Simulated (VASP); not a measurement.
Method: PBEsol GGA, VASP's PBE PAW potentials (set 64) (plane waves; VASP).

The input files of a VASP run:

INCAR:
```
ALGO = Normal
EDIFF = 1E-6
ENCUT = 400
GGA = PS
ISIF = 2
ISMEAR = 0
LASPH = T
LCHARG = F
LMAXMIX = 4
LREAL = F
LWAVE = F
NELM = 100
PREC = Accurate
SIGMA = 0.05
SYSTEM = MgSe
```

File POSCAR:
```
MgSe
1
    0.0000000000     2.7966740000     2.7669260000
    2.6550040000     0.0000000000     2.7669260000
    2.6550040000     2.7966740000     0.0000000000
Mg Se
1 1
Direct
  0.0000000000   0.0000000000   0.0000000000
  0.4936130000   0.5063870000   0.5063870000
```

**KPOINTS**
```
Automatic mesh
0
Gamma
8 8 8
0 0 0
```

POTCAR, in this order: Mg Se (PBE.64 set). Program: vasp_std.

Q: Estimate the energy per atom (σ→0), largest force.

A: 
The energy per atom (σ→0) is -4.042 eV/atom. The largest force is 0.139 eV/Å.

**OSZICAR**
```
...
DAV:   6    -0.813299536490E+01    0.25884E+00   -0.53649E-01  1616   0.336E+00    0.183E+00
DAV:   7    -0.808616125922E+01    0.46834E-01   -0.21517E-01  1848   0.223E+00    0.881E-01
DAV:   8    -0.808373241227E+01    0.24288E-02   -0.75170E-03  1696   0.593E-01    0.196E-01
DAV:   9    -0.808369308687E+01    0.39325E-04   -0.12887E-04  2080   0.796E-02    0.119E-01
DAV:  10    -0.808368940786E+01    0.36790E-05   -0.10526E-04  1824   0.518E-02    0.190E-02
DAV:  11    -0.808368792172E+01    0.14861E-05   -0.68575E-06  1760   0.144E-02    0.487E-03
DAV:  12    -0.808368796272E+01   -0.40993E-07   -0.18288E-07   960   0.321E-03
   1 F= -.80836880E+01 E0= -.80836880E+01  d E =-.196087E-14
```

The compound is MgSe in the rock salt structure. The cell was not relaxed at this level, atoms are displaced from their ideal sites. The run is one of a series of settings (GGA = PS against the base run), some of them coarse on purpose.
